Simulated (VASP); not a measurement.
Given:

```yaml
crystal:
  lattice:
    - [0.00000, 2.21040, 2.21040]
    - [2.21040, 0.00000, 2.21040]
    - [2.21040, 2.21040, 0.00000]
  atoms:
    - { symbol: Ti, position: [0.00000, 0.00000, 0.00000] }
    - { symbol: C, position: [0.50000, 0.50000, 0.50000] }
```

The numbers are results of PW91 GGA, VASP's PBE PAW potentials (set 64) (plane waves; VASP), not measurements. Run with 520 eV cut-off, 14×14×14 Γ-centred mesh, first-order Methfessel-Paxton smearing of 0.10 eV, potentials Ti_sv C.

Q: Give the stress tensor in GPa (positive for a compressed cell).

A: 
```
-12.92    0.00    0.00
  0.00  -12.92    0.00
  0.00    0.00  -12.92
```
The pressure is its mean diagonal, -12.92 GPa.

The compound is TiC in the rock salt structure. This cell is one point of a volume scan, at 1.06 of the reference volume.
